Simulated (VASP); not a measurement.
OSZICAR of a VASP run on InSb (zinc blende):

**OSZICAR**
```
       N       E                     dE             d eps       ncg     rms          rms(c)
DAV:   1     0.113025779809E+03    0.11303E+03   -0.81059E+03   416   0.138E+03
DAV:   2    -0.696768155028E+00   -0.11372E+03   -0.11075E+03   446   0.302E+02
DAV:   3    -0.812709739110E+01   -0.74303E+01   -0.72974E+01   531   0.865E+01
DAV:   4    -0.834322752999E+01   -0.21613E+00   -0.21603E+00   504   0.177E+01
DAV:   5    -0.835229511363E+01   -0.90676E-02   -0.90674E-02   611   0.289E+00    0.432E+00
DAV:   6    -0.822436437703E+01    0.12793E+00   -0.18499E-01   562   0.756E+00    0.245E+00
DAV:   7    -0.819291522137E+01    0.31449E-01   -0.79088E-02   519   0.292E+00    0.567E-01
DAV:   8    -0.819116900079E+01    0.17462E-02   -0.73951E-03   603   0.119E+00    0.338E-01
DAV:   9    -0.819123569645E+01   -0.66696E-04   -0.49311E-04   466   0.236E-01    0.624E-02
DAV:  10    -0.819123961710E+01   -0.39206E-05   -0.19210E-05   543   0.429E-02    0.328E-02
DAV:  11    -0.819124445952E+01   -0.48424E-05   -0.84654E-06   461   0.376E-02    0.135E-02
DAV:  12    -0.819124439162E+01    0.67897E-07   -0.32128E-07   253   0.834E-03
   1 F= -.81912444E+01 E0= -.81910658E+01  d E =-.819124E+01
       N       E                     dE             d eps       ncg     rms          rms(c)
DAV:   1    -0.823012748990E+01   -0.38883E-01   -0.94958E-01   521   0.196E+01    0.124E+00
DAV:   2    -0.819736760003E+01    0.32760E-01   -0.76105E-02   501   0.652E+00    0.420E-01
DAV:   3    -0.819236619165E+01    0.50014E-02   -0.15077E-02   546   0.254E+00    0.245E-01
DAV:   4    -0.819225162390E+01    0.11457E-03   -0.48209E-04   426   0.219E-01    0.165E-01
DAV:   5    -0.819213774401E+01    0.11388E-03   -0.89615E-05   525   0.941E-02    0.670E-02
DAV:   6    -0.819212711198E+01    0.10632E-04   -0.21911E-05   616   0.493E-02    0.118E-02
DAV:   7    -0.819212702060E+01    0.91383E-07   -0.14097E-06   258   0.243E-02
   2 F= -.81921270E+01 E0= -.81919485E+01  d E =-.882629E-03
       N       E                     dE             d eps       ncg     rms          rms(c)
DAV:   1    -0.819565368649E+01   -0.35266E-02   -0.85608E-02   521   0.605E+00    0.359E-01
DAV:   2    -0.819279999375E+01    0.28537E-02   -0.64269E-03   506   0.186E+00    0.127E-01
DAV:   3    -0.819234267483E+01    0.45732E-03   -0.14252E-03   546   0.784E-01    0.699E-02
DAV:   4    -0.819233359578E+01    0.90791E-05   -0.44150E-05   426   0.693E-02    0.477E-02
DAV:   5    -0.819232311080E+01    0.10485E-04   -0.77077E-06   503   0.261E-02    0.205E-02
DAV:   6    -0.819232197078E+01    0.11400E-05   -0.16691E-06   367   0.151E-02    0.251E-03
DAV:   7    -0.819232198740E+01   -0.16615E-07   -0.31912E-07   208   0.968E-03
   3 F= -.81923220E+01 E0= -.81921434E+01  d E =-.107760E-02
```

**Question.** Which electronic solver shows in the log?

**Answer.** It is blocked Davidson (ALGO = Normal, or the opening steps of other solvers). The INCAR had ALGO = Normal.

**Question.** Can the final energy be trusted as converged?

**Answer.** Self-consistency was reached. It stopped with EDIFF = 1E-6, NELM = 100, NSW = 60 and EDIFFG = -0.01 after 3 ionic steps (LDA (Ceperley-Alder, Perdew-Zunger), plane waves, VASP's LDA PAW potentials (set 64)).

The compound is InSb in the zinc blende structure. This run relaxes it. Symmetry was kept, so distortions that lower it aren't found.
